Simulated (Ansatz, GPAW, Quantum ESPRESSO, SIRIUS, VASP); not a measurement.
**AgRh: 5 runs at one level of theory**

```
Ag Rh
1.0
     2.77759    0.00000    0.00000
    -1.38879    2.40546    0.00000
     0.00000    0.00000    4.80860
Ag Rh
1 1
Cartesian
  0.0000 0.0000 2.4043
  1.3888 0.8018 0.0000
```

The cell comes from a database or a generator and needn't be the stable form of this composition.

Alike in all runs: task single point; functional PBEsol; k mesh 11 × 11 × 6; occupations fermi-dirac, width 0.05 eV; no spin polarisation; no spin-orbit coupling. Pressure is positive in compression and, in plane waves, holds the error of the finite cutoff.

```csv
program and potentials,plane-wave cutoff (eV),notes,pressure (GPa)
"Quantum ESPRESSO, GBRV 1.5 PBEsol",762,17 valence electrons an atom on average,-10.63
"GPAW, PAW data sets generated for this functional",600,16 valence electrons an atom on average,-9.74
"SIRIUS, PseudoDojo 0.4.1 PBEsol standard (scalar relativistic)",1202,18 valence electrons an atom on average,?
"Ansatz, all-electron LAPW, scalar-relativistic",-,-,-10.62
"VASP, PBE PAW files Ag, Rh_pv, 520 eV",520,potentials made for PBE; 13 valence electrons an atom on average,-10.75
```

Question: Estimate from the other rows what the run with SIRIUS, PseudoDojo 0.4.1 PBEsol standard (scalar relativistic) gave.

Answer: Pressure -10.55 GPa. The other rows, which needn't bracket it: pressure -10.75 to -9.74.
